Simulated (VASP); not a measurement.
# KSn3Au (P1) in VASP: single point with r2SCAN

Aim: the single point of KSn3Au with r2SCAN.

Program: VASP 6.6.1. These are calculated values, not measurements. Logs are shortened: lines on timing, memory, paths and dates and some standing lists are left out, and cuts for length are marked.

## Step 1: The crystal as given

The typed cell holds 5 atoms: a = 4.986 Å, b = 4.808 Å, c = 6.453 Å, α = 68.55°, β = 68.60°, γ = 91.05°.

The cell was built by a generator and needn't be a form met in nature.

## Step 2: Single point, r2SCAN

The input, POSCAR:

```
KSn3Au
1.0
   -0.0447162400      4.9853030700      0.0424194900
    4.8077380900     -0.0447162400     -0.0002575600
    2.3817973800      2.4231379500     -5.4864417400
K Au Sn
1 1 3
Direct
    0.0148260000      0.0263050000      0.0111990000
    0.4131440000      0.3568690000      0.2501920000
    0.6015570000      0.6106460000      0.8102130000
    0.2591470000      0.7168830000      0.5173580000
    0.7699180000      0.1840160000      0.5311550000
```

The input, INCAR.step1:

```
ALGO     = Normal         # electronic algorithm
EDIFF    = 1E-4           # SCF threshold, eV
ENCUT    = 520            # plane-wave cutoff, eV
GGA      = PE             # functional
ISMEAR   = -5             # smearing method
LASPH    = True           # aspherical terms in the spheres
LCHARG   = False          # write CHGCAR
LMAXMIX  = 4              # l up to which the mixer works
LREAL    = False          # projectors in reciprocal space
LWAVE    = True           # write WAVECAR
NELM     = 100            # most SCF steps
PREC     = Accurate       # precision mode
SIGMA    = 0.1            # smearing width, eV
```

The input, INCAR.step2:

```
ALGO     = Normal         # electronic algorithm
EDIFF    = 1E-6           # SCF threshold, eV
ENCUT    = 520            # plane-wave cutoff, eV
ISIF     = 2              # what is computed and relaxed
ISMEAR   = -1             # smearing method
ISTART   = 1            
LASPH    = True           # aspherical terms in the spheres
LCHARG   = False          # write CHGCAR
LMAXMIX  = 4              # l up to which the mixer works
LMIXTAU  = True         
LORBIT   = 10             # projections on sites
LREAL    = False          # projectors in reciprocal space
LWAVE    = False          # write WAVECAR
METAGGA  = R2SCAN         # meta-GGA
NELM     = 100            # most SCF steps
PREC     = Accurate       # precision mode
SIGMA    = 0.1            # smearing width, eV
```

The input, KPOINTS:

```
Automatic mesh
0
Gamma
  4 4 3
  0 0 0.5
```

Potentials or basis: VASP PAW PBE potentials, release 64 (K_sv, Au, Sn_d).

The run is started by

```
$ cat potpaw_PBE.64/K_sv/POTCAR potpaw_PBE.64/Au/POTCAR potpaw_PBE.64/Sn_d/POTCAR > POTCAR
$ cp INCAR.step1 INCAR
$ mpirun -np 1 vasp_std > vasp.out
$ cp INCAR.step2 INCAR
$ mpirun -np 1 vasp_std > vasp.out
```

OUTCAR:

```text
EDIFF = 1E-6
   ENCUT = 520
   ISIF = 2
   ISMEAR = -1
   ISTART = 1
   LASPH = True
   LORBIT = 10
   LREAL = False
   METAGGA = R2SCAN
   NELM = 100
   PREC = Accurate

 ion  position               nearest neighbor table
   1  0.015  0.026  0.011-   4 3.46   5 3.50   3 3.52   2 3.53   5 3.57   2 3.57   3 3.65   3 3.68
                             3 3.69   4 3.71   5 3.74
   2  0.413  0.357  0.250-   3 2.43   4 2.80   4 2.85   5 2.91   5 2.97   1 3.53   1 3.57
   3  0.602  0.611  0.810-   2 2.43   5 2.59   4 2.90   4 3.05   5 3.13   1 3.52   1 3.65   1 3.68
                             1 3.69
   4  0.259  0.717  0.517-   2 2.80   2 2.85   3 2.90   3 3.05   5 3.35   5 3.41   1 3.46   5 3.46
                             5 3.65   1 3.71
   5  0.770  0.184  0.531-   3 2.59   2 2.91   2 2.97   3 3.13   4 3.35   4 3.41   4 3.46   1 3.50
                             1 3.57   4 3.65   1 3.74

  LATTYP: Found a triclinic cell.
 ALAT       =     4.9856840709
 B/A-ratio  =     1.4018582443
 C/A-ratio  =     1.2943740659
 COS(alpha) =     0.0087957614
 COS(beta)  =     0.3649134375
 COS(gamma) =     0.7259061323

  Lattice vectors:

 A1 = (   0.0447162400,  -4.9853030700,  -0.0424194900)
 A2 = (   4.8524543300,  -5.0300193100,  -0.0426770500)
 A3 = (  -2.3817973800,  -2.4231379500,   5.4864417400)

Analysis of symmetry for initial positions (statically):
=====================================================================
 Subroutine PRICEL returns:
 Original cell was already a primitive cell.

 Routine SETGRP: Setting up the symmetry group for a
 triclinic supercell.

 Subroutine GETGRP returns: Found  1 space group operations
 (whereof  1 operations were pure point group operations)
 out of a pool of  2 trial point group operations.

The static configuration has the point symmetry C_1 .

Analysis of symmetry for dynamics (positions and initial velocities):
=====================================================================
 Subroutine PRICEL returns:
 Original cell was already a primitive cell.

 Routine SETGRP: Setting up the symmetry group for a
 triclinic supercell.

 Subroutine GETGRP returns: Found  1 space group operations
 (whereof  1 operations were pure point group operations)
 out of a pool of  2 trial point group operations.

The dynamic configuration has the point symmetry C_1 .

 Subroutine INISYM returns: Found  1 space group operations
 (whereof  1 operations are pure point group operations),
 and found     1 'primitive' translations

----------------------------------------------------------------------------------------

                                     Primitive cell

  volume of cell :     131.9838

  direct lattice vectors                    reciprocal lattice vectors
    -0.044716240  4.985303070  0.042419490     0.001863540  0.199848404  0.089073911
     4.807738090 -0.044716240 -0.000257560     0.208013052  0.001093304  0.090786377
     2.381797380  2.423137950 -5.486441740     0.000004643  0.001545115 -0.181583066

  length of vectors
     4.985684071  4.807946043  6.453340162     0.218808178  0.226964295  0.181589640

  position of ions in fractional coordinates (direct lattice)
     0.014826000  0.026305000  0.011199000
     0.413144000  0.356869000  0.250192000
     0.601557000  0.610646000  0.810213000
     0.259147000  0.716883000  0.517358000
     0.769918000  0.184016000  0.531155000

  ion indices of the primitive-cell ions
   primitive index   ion index
                 1           1
                 2           2
                 3           3
                 4           4
                 5           5

----------------------------------------------------------------------------------------

 KPOINTS: Automatic mesh

Automatic generation of k-mesh.
 Grid dimensions read from file:
 generate k-points for:    4    4    3

 Generating k-lattice:

  Cartesian coordinates                     Fractional coordinates (reciprocal lattice)
     0.000465885  0.049962101  0.022268478     0.250000000  0.000000000  0.000000000
     0.052003263  0.000273326  0.022696594    -0.000000000  0.250000000  0.000000000
     0.000001548  0.000515038 -0.060527689     0.000000000  0.000000000  0.333333333

  Length of vectors
     0.054702045  0.056741074  0.060529880

  Shift w.r.t. Gamma in fractional coordinates (k-lattice)
     0.000000000  0.000000000  0.500000000

 Subroutine IBZKPT returns following result:
 ===========================================

 Found     26 irreducible k-points:

 Following reciprocal coordinates:
            Coordinates               Weight
 -0.000000  0.000000  0.166667      2.000000
  0.250000 -0.000000  0.166667      2.000000
  0.500000 -0.000000  0.166667      2.000000
 -0.250000  0.000000  0.166667      2.000000
 -0.000000  0.250000  0.166667      2.000000
  0.250000  0.250000  0.166667      2.000000
[... 16 lines left out ...]
 -0.250000  0.250000  0.500000      2.000000
 -0.000000  0.500000  0.500000      1.000000
 [... further k-points ...]
   k-points           NKPTS =     26   k-points in BZ     NKDIM =     26   number of bands    NBANDS=     37
   number of dos      NEDOS =    301   number of ions     NIONS =      5
   total plane-waves  NPLWV =  69120
   dimension x,y,z NGX =    40 NGY =   36 NGZ =   48
   dimension x,y,z NGXF=    80 NGYF=   72 NGZF=   96
   ions per type =               1   1   3
   NGX,Y,Z   is equivalent  to a cutoff of  13.34, 12.45, 12.37 a.u.
   NGXF,Y,Z  is equivalent  to a cutoff of  26.68, 24.90, 24.73 a.u.
 SYSTEM =  unknown system
   PREC   = accura    normal or accurate (medium, high low for compatibility)
   ISTART =      1    job   : 0-new  1-cont  2-samecut
   ICHARG =      0    charge: 1-file 2-atom 10-const
   ISPIN  =      1    spin polarized calculation?
   LNONCOLLINEAR =      F non collinear calculations
   LSORBIT =      F    spin-orbit coupling
   LASPH  =      T    aspherical Exc in radial PAW
   ENCUT  =  520.0 eV  38.22 Ry    6.18 a.u.   9.27  8.94 12.00*2*pi/ulx,y,z
   NELM   =    100;   NELMIN=  2; NELMDL=  0     # of ELM steps
   EDIFF  = 0.1E-05   stopping-criterion for ELM
   LREAL  =      F    real-space projection
   EDIFFG = 0.1E-04   stopping-criterion for IOM
   NSW    =      0    number of steps for IOM
   IBRION =     -1    ionic relax: 0-MD 1-quasi-New 2-CG
   NFREE  =      0    steps in history (QN), initial steepest desc. (CG)
   ISIF   =      2    stress and relaxation
   ISYM   =      2    0-nonsym 1-usesym 2-fastsym
   POTIM  = 0.5000    time-step for ionic-motion
   TEBEG  =    0.0;   TEEND  =   0.0 temperature during run
   PSTRESS=    0.0 pullay stress
   NELECT =      62.0000    total number of electrons
   NUPDOWN=      -1.0000    fix difference up-down
   EMIN   =  10.00;   EMAX   =-10.00  energy-range for DOS
   EFERMI =   0.00;   METHOD = LEGACY
   ISMEAR =    -1;   SIGMA  =   0.10  broadening in eV -4-tet -1-fermi 0-gaus
   EFERMI_NEDOS =   21; number of points for ismear=-14 and -15
   IALGO  =     38    algorithm
   IMIX   =      4    mixing-type and parameters
     AMIX     =   0.40;   BMIX     =  1.00
     AMIX_MAG =   1.60;   BMIX_MAG =  1.00
  volume/ion in A,a.u.               =      26.40       178.13
  Fermi-wavevector in a.u.,A,eV,Ry     =   1.272619  2.404902 22.035446  1.619560
  Thomas-Fermi vector in A             =   2.405488
   LORBIT       =     10    0 simple, 1 ext, 2 COOP (PROOUT), +10 PAW based schemes
   METAGGA = R2SCAN    functional components
   LHFCALC =     F    Hartree Fock is set to
   AEXX    =    0.0000 exact exchange contribution
   IVDW    =     0    specifies the selected vdW correction
   LEPSILON=     F    determine dielectric tensor
   LRPA    =     F    only Hartree local field effects (RPA)
 non-spin polarized calculation
  energy-cutoff  :      520.00
  volume of cell :      131.98
 maximum number of plane-waves:      3563
 NGX is ok and might be reduce to    40

 number of electron      62.0000004 magnetization

 Free energy of the ion-electron system (eV)
  ---------------------------------------------------
  ext. energy  EPLUGINS =         0.00000000
  ---------------------------------------------------
  free energy    TOTEN  =      -131.42995655 eV

  energy without entropy =     -131.39252617  energy(sigma->0) =     -131.41124136

 E-fermi :   6.5120     XC(G=0): -10.6753

 val. band max:        6.3567086027   @ k =  -0.0000   0.2500   0.1667
 cond. band min:       6.5863420231   @ k =  -0.2500   0.0000   0.1667
 fundamental gap:      0.2296334204
 Fermi energy:         6.5119514076

 k-point     1 :      -0.0000    0.0000    0.1667
  band No.  band energies     occupation
      1     -25.7426      2.00000
      2     -16.2027      2.00000
      3     -16.0244      2.00000
      4     -15.9902      2.00000
      5     -15.9291      2.00000
      6     -15.8651      2.00000
[... 29 lines left out ...]
     36      10.4239      0.00000
     37      10.7730      0.00000

 k-point     2 :       0.2500   -0.0000    0.1667
  band No.  band energies     occupation
      1     -25.7422      2.00000
      2     -16.2045      2.00000
      3     -16.0132      2.00000
      4     -15.9758      2.00000
      5     -15.9276      2.00000
      6     -15.8863      2.00000
[... 29 lines left out ...]
     36      10.1841      0.00000
     37      11.7524      0.00000

 k-point     3 :       0.5000   -0.0000    0.1667
  band No.  band energies     occupation
      1     -25.7418      2.00000
      2     -16.2066      2.00000
      3     -15.9943      2.00000
      4     -15.9585      2.00000
      5     -15.9357      2.00000
      6     -15.9061      2.00000
[... 29 lines left out ...]
     36      10.6524      0.00000
     37      11.4943      0.00000

 k-point     4 :      -0.2500    0.0000    0.1667
  band No.  band energies     occupation
      1     -25.7422      2.00000
      2     -16.2049      2.00000
      3     -16.0131      2.00000
      4     -15.9782      2.00000
      5     -15.9271      2.00000
      6     -15.8834      2.00000
[... 29 lines left out ...]
     36       9.8234      0.00000
     37      10.6271      0.00000
[... 683 lines left out ...]
      1     -25.7413      2.00000
      2     -16.2117      2.00000
      3     -16.0062      2.00000
      4     -15.9829      2.00000
      5     -15.9167      2.00000
      6     -15.9021      2.00000
[... 29 lines left out ...]
     36      10.7652      0.00000
     37      11.5070      0.00000

 k-point    23 :      -0.2500    0.2500    0.5000
  band No.  band energies     occupation
      1     -25.7416      2.00000
      2     -16.2104      2.00000
      3     -16.0212      2.00000
      4     -15.9825      2.00000
      5     -15.9165      2.00000
      6     -15.8807      2.00000
[... 29 lines left out ...]
     36      10.5177      0.00000
     37      10.6948      0.00000

 k-point    24 :      -0.0000    0.5000    0.5000
  band No.  band energies     occupation
      1     -25.7414      2.00000
      2     -16.2121      2.00000
      3     -16.0112      2.00000
      4     -15.9910      2.00000
      5     -15.9027      2.00000
      6     -15.8485      2.00000
[... 29 lines left out ...]
     36      11.4782      0.00000
     37      11.8129      0.00000

 [... further k-points ...]

------------------------ aborting loop because EDIFF is reached ----------------------------------------

  FORCE on cell =-STRESS in cart. coord.  units (eV):
  Direction    XX          YY          ZZ          XY          YZ          ZX
  --------------------------------------------------------------------------------------
  -------------------------------------------------------------------------------------
  Total        4.5452748      0.1320877     10.2435005      0.5805847     -0.5938619      3.0804559
  in kB       55.1759648      1.6034378    124.3478234      7.0478291     -7.2090044     37.3942463
  external PRESSURE =      60.3757420 kB  Pullay stress =       0.0000000 kB

 VOLUME and BASIS-vectors are now :
 -----------------------------------------------------------------------------
  energy-cutoff  :      520.00
  volume of cell :      131.98
      direct lattice vectors                 reciprocal lattice vectors
    -0.044716240  4.985303070  0.042419490     0.001863540  0.199848404  0.089073911
     4.807738090 -0.044716240 -0.000257560     0.208013052  0.001093304  0.090786377
     2.381797380  2.423137950 -5.486441740     0.000004643  0.001545115 -0.181583066

 POSITION                                       TOTAL-FORCE (eV/Angst)
 -----------------------------------------------------------------------------------
      0.15248      0.09987     -0.06082        -0.371157     -0.011280     -0.230411
      2.29317      2.64994     -1.35523        -0.222401      0.043521     -2.785800
      4.83869      4.93490     -4.41983        -1.720410      0.104235      0.472330
      4.66724      2.51350     -2.82765         0.134540     -0.180808      0.700838
      2.11538      5.11711     -2.88154         2.179428      0.044332      1.843042
 -----------------------------------------------------------------------------------
    total drift:                               -0.000217      0.000247      0.000699

  FREE ENERGIE OF THE ION-ELECTRON SYSTEM (eV)
  ---------------------------------------------------
  free  energy   TOTEN  =      -131.4299565504 eV

  energy  without entropy=     -131.3925261707  energy(sigma->0) =     -131.41124136

 total charge

# of ion       s       p       d       tot
------------------------------------------
    1        1.964   5.678   0.042   7.684
    2        0.673   0.447   8.683   9.803
    3        1.150   1.354  10.025  12.529
    4        1.190   1.104   9.982  12.276
    5        1.189   1.160   9.985  12.335
--------------------------------------------------
tot          6.166   9.743  38.717  54.626
```

Wall time 5.1 min (1 thread of Intel Xeon Platinum 8559C (Emerald Rapids), shared host); peak memory 0.35 GiB.

What came out:

* Free energy: -131.4300 eV
* Pressure: 6.0 GPa
* Largest force: 2.855 eV/Å
* Band gap on the k mesh: none (metal or under the smearing width)
* Valence electrons inside the program's atomic spheres: K 7.68; Au 9.80; Sn 12.53, 12.28, 12.34

Forces on the atoms (eV/Å):
```
K   -0.371 -0.011 -0.230
Au  -0.222  0.044 -2.786
Sn  -1.720  0.104  0.472
Sn   0.135 -0.181  0.701
Sn   2.179  0.044  1.843
```

Caveat: the k mesh is coarse (spacing up to 0.38 Å⁻¹), so the values aren't converged; the PAW data sets were made with another functional, which shifts forces and pressure a little. The run has no spin-orbit coupling, so splittings on Au are missing.
